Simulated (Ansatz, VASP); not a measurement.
**NaY: VASP beside Ansatz**

```xyz
2
Lattice="4.0119 0.0000 0.0000 0.0000 4.0119 0.0000 0.0000 0.0000 4.0119" Properties=species:S:1:pos:R:3 pbc="T T T"
Na    0.0000    0.0000    0.0000
Y     2.0059    2.0059    2.0059
```

Change from the starting cell: species swapped into the HoAu type (Pm-3m, No. 221).

Alike in both runs: functional PBE; k mesh 14 × 14 × 14; occupations gaussian, width 0.1 eV; no spin polarisation.

Ansatz relaxed the structure, and its values are those at the end. VASP's run is a single point on that final structure, the one shown.

|  | VASP | Ansatz |
| --- | --- | --- |
| version | VASP 6.6.1 | Ansatz 0.2.0 |
| potentials or method | VASP PAW PBE potentials, release 64 (Na_pv, Y_sv) | scalar-relativistic, plane waves, PAW |
| plane-wave cutoff (eV) | 520 | 420 |
| valence electrons in the cell | 18 | 20 |

```tsv
	VASP	Ansatz	Ansatz less VASP
gap on the k mesh at the Fermi level (eV)	none	none	-
pressure (GPa)	0.0	0.0	+0.01
```

A gap of «none» marks a metal or a gap that the smearing closes. With one functional, cell and mesh, what is left measures potentials, basis and numerics. The two sets of potentials don't hold the same shells in valence.
